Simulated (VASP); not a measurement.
Ca:

```
Ca
1.0
     0.00000    2.76431    2.76431
     2.76431    0.00000    2.76431
     2.76431    2.76431    0.00000
Ca
1
Cartesian
  0.0000 0.0000 0.0000
```

Base run:

- Program: VASP 6.6.1
- Functional: r2SCAN
- Potentials or basis: VASP PAW PBE potentials, release 64 (Ca_sv)
- Cutoff: 450 eV
- k mesh: 13 × 13 × 13
- Occupations: methfessel-paxton, width 0.1 eV
- Spin: no spin polarisation

Its results: band gap on the k mesh none (metal or under the smearing width); pressure 0.4 GPa.

After a change of settings the same cell gave: band gap on the k mesh none (metal or under the smearing width); pressure -0.7 GPa. Which change was it?
A. functional from r2SCAN to HSE06; k mesh from 13 × 13 × 13 to 7 × 7 × 7
B. functional from r2SCAN to PBE0; k mesh from 13 × 13 × 13 to 7 × 7 × 7
C. functional from r2SCAN to PBEsol; cutoff from 450 eV to 600 eV; further incar settings from ALGO = Normal; EDIFF = 1e-06 to ALGO = Fast; EDIFF = 1e-06

C.

Caveats: the PAW data sets were made with another functional, which shifts forces and pressure a little.

Runs at the PBE level aren't shown here.
